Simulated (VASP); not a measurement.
Method: PBE GGA, VASP's PBE PAW potentials (set 64) (plane waves; VASP).

VASP ran on this input.

**INCAR**
```
# general
SYSTEM = MgO
PREC   = Accurate
ENCUT  = 530   # plane-wave cut-off (eV)
LREAL  = .FALSE.
LASPH  = .TRUE.   # aspherical one-centre terms

# electronic loop
EDIFF  = 1E-6
NELM   = 100   # most electronic steps
ALGO   = Normal

# smearing
ISMEAR = 0   # Gaussian
SIGMA  = 0.05

# functional
GGA    = PE

# ions
IBRION = 2   # conjugate gradients
NSW    = 60   # most ionic steps
ISIF   = 3   # ions, shape and volume
EDIFFG = -0.01   # ionic stop

# output
LWAVE  = .FALSE.
LCHARG = .FALSE.
```

**POSCAR**
```
MgO
1.0
  0.0000000000   2.1234740118   2.1234740118
  2.1234740118   0.0000000000   2.1234740118
  2.1234740118   2.1234740118   0.0000000000
Mg O
1 1
Cart
  0.0000000000   0.0000000000   0.0000000000
  2.1234740118   2.1234740118   2.1234740118
```

### KPOINTS
```
Automatic mesh
0
Gamma
10 10 10
0 0 0
```

POTCAR, in this order: Mg O (PBE.64 set). Program: vasp_std.

The run wrote:

OUTCAR:
```
 ion  position               nearest neighbor table
   1  0.000  0.000  0.000-   2 2.12   2 2.12   2 2.12   2 2.12   2 2.12   2 2.12
   2  0.500  0.500  0.500-   1 2.12   1 2.12   1 2.12   1 2.12   1 2.12   1 2.12
  LATTYP: Found a face centered cubic cell.
 ALAT       =     4.2469480236
 Subroutine PRICEL returns:
 Original cell was already a primitive cell.
 Subroutine GETGRP returns: Found 48 space group operations
The static configuration has the point symmetry O_h .
The dynamic configuration has the point symmetry O_h .
 Subroutine INISYM returns: Found 48 space group operations
 Subroutine IBZKPT returns following result:
 Found     47 irreducible k-points:

 Following reciprocal coordinates:
            Coordinates               Weight
  0.000000  0.000000  0.000000      1.000000
  0.100000  0.000000  0.000000      8.000000
  0.200000  0.000000  0.000000      8.000000
  0.300000  0.000000  0.000000      8.000000
  0.400000  0.000000  0.000000      8.000000
  0.500000  0.000000  0.000000      4.000000
  0.100000  0.100000  0.000000      6.000000
  0.200000  0.100000  0.000000     24.000000
  0.300000  0.100000  0.000000     24.000000
  0.400000  0.100000  0.000000     24.000000
  0.500000  0.100000  0.000000     24.000000
 -0.400000  0.100000  0.000000     24.000000
 -0.300000  0.100000  0.000000     24.000000
 -0.200000  0.100000  0.000000     24.000000
 -0.100000  0.100000  0.000000     12.000000
  0.200000  0.200000  0.000000      6.000000
  0.300000  0.200000  0.000000     24.000000
  0.400000  0.200000  0.000000     24.000000
  0.500000  0.200000  0.000000     24.000000
 -0.400000  0.200000  0.000000     24.000000
 -0.300000  0.200000  0.000000     24.000000
 -0.200000  0.200000  0.000000     12.000000
  0.300000  0.300000  0.000000      6.000000
  0.400000  0.300000  0.000000     24.000000
...
```

### OSZICAR
```
       N       E                     dE             d eps       ncg     rms          rms(c)
DAV:   1     0.128219219131E+02    0.12822E+02   -0.48865E+03   880   0.896E+02
DAV:   2    -0.131114045973E+02   -0.25933E+02   -0.23253E+02   944   0.135E+02
DAV:   3    -0.134684204506E+02   -0.35702E+00   -0.35702E+00   944   0.177E+01
DAV:   4    -0.134689058886E+02   -0.48544E-03   -0.48544E-03  1048   0.633E-01
DAV:   5    -0.134689062630E+02   -0.37445E-06   -0.37445E-06   928   0.119E-02    0.720E+00
DAV:   6    -0.119333110271E+02    0.15356E+01   -0.10269E+01   752   0.225E+01    0.231E+00
DAV:   7    -0.119176350616E+02    0.15676E-01   -0.52465E-02   784   0.271E+00    0.132E+00
DAV:   8    -0.119119577749E+02    0.56773E-02   -0.25936E-02   776   0.243E+00    0.164E-01
DAV:   9    -0.119118450053E+02    0.11277E-03   -0.43936E-04  1048   0.189E-01    0.760E-02
DAV:  10    -0.119119549548E+02   -0.10995E-03   -0.14027E-04   784   0.126E-01    0.542E-03
DAV:  11    -0.119119551475E+02   -0.19272E-06   -0.99445E-07   960   0.903E-03
   1 F= -.11911955E+02 E0= -.11911955E+02  d E =-.119120E+02
```

OUTCAR:
```
------------------------ aborting loop because EDIFF is reached ----------------------------------------
  FORCE on cell =-STRESS in cart. coord.  units (eV):
  Direction    XX          YY          ZZ          XY          YZ          ZX
  --------------------------------------------------------------------------------------
  Total       -0.0062213     -0.0062213     -0.0062213      0.0000000      0.0000000      0.0000000
  in kB       -0.5205038     -0.5205038     -0.5205038      0.0000000      0.0000000      0.0000000
  external PRESSURE =      -0.5205038 kB  Pullay stress =       0.0000000 kB
  volume of cell :       19.15
      direct lattice vectors                 reciprocal lattice vectors
     0.000000000  2.123474012  2.123474012    -0.235463207  0.235463207  0.235463207
     2.123474012  0.000000000  2.123474012     0.235463207 -0.235463207  0.235463207
     2.123474012  2.123474012  0.000000000     0.235463207  0.235463207 -0.235463207
  FREE ENERGIE OF THE ION-ELECTRON SYSTEM (eV)
  ---------------------------------------------------
  free  energy   TOTEN  =       -11.9119551475 eV

  energy  without entropy=      -11.9119551475  energy(sigma->0) =      -11.91195515

 reached required accuracy - stopping structural energy minimisation
```
(Selected blocks of OUTCAR.)

The compound is MgO in the rock salt structure. It was relaxed first. The start is the result of an earlier pass.
